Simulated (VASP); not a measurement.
ZrTiN2 under changes of volume

One of the cells (11.200 Å³/atom); the others are scaled copies at fixed shape and fractional positions:

```
Zr Ti N
1.0
     1.58434    0.91472    5.15205
    -1.58434    0.91472    5.15205
     0.00000   -1.82943    5.15205
Zr Ti N
1 1 2
Cartesian
  0.0000 0.0000 7.7281
  0.0000 0.0000 0.0000
  0.0000 0.0000 3.9618
  0.0000 0.0000 11.4943
```

The cell comes from a database or a generator and needn't be the stable form of this composition.

```yaml
Program: VASP 6.6.1
Functional: PBEsol
Potentials_or_basis: VASP PAW PBE potentials, release 64 (Zr_sv, Ti_sv, N)
Cutoff: 520 eV
k_mesh: 10 × 10 × 10
Occupations: fermi-dirac, width 0.05 eV
Spin: no spin polarisation
```

```tsv
volume (Å³/atom)	energy over the lowest point (meV/atom)	pressure (GPa)	largest force (eV/Å)
10.321	5.19	6.8	0.057
10.541	0.00	0.6	0.113
10.760	?	?	?
11.200	29.57	-14.4	0.255
11.419	51.96	-18.4	0.295
11.639	79.55	-22.0	0.331
```

Problem. What does the run at 10.760 Å³/atom give?

Solution. Energy over the lowest point 2.88 meV/atom; pressure -5.0 GPa; largest force 0.165 eV/Å.

Worked out: A Birch-Murnaghan fit of order 3 (a polynomial in V^(-2/3)) to the other rows has its minimum at 10.57 Å³/atom with B0 = V·E''(V) = 279 GPa and B' = 4.3 at fixed shape and positions, which overstates the stiffness. It gives 2.86 meV/atom at 10.760 Å³/atom, against the run's 2.88, and -dE/dV = -4.8 GPa, against -5.0.

Energies are extrapolated to zero smearing.

Caveats: the PAW data sets were made with another functional, which shifts forces and pressure a little.
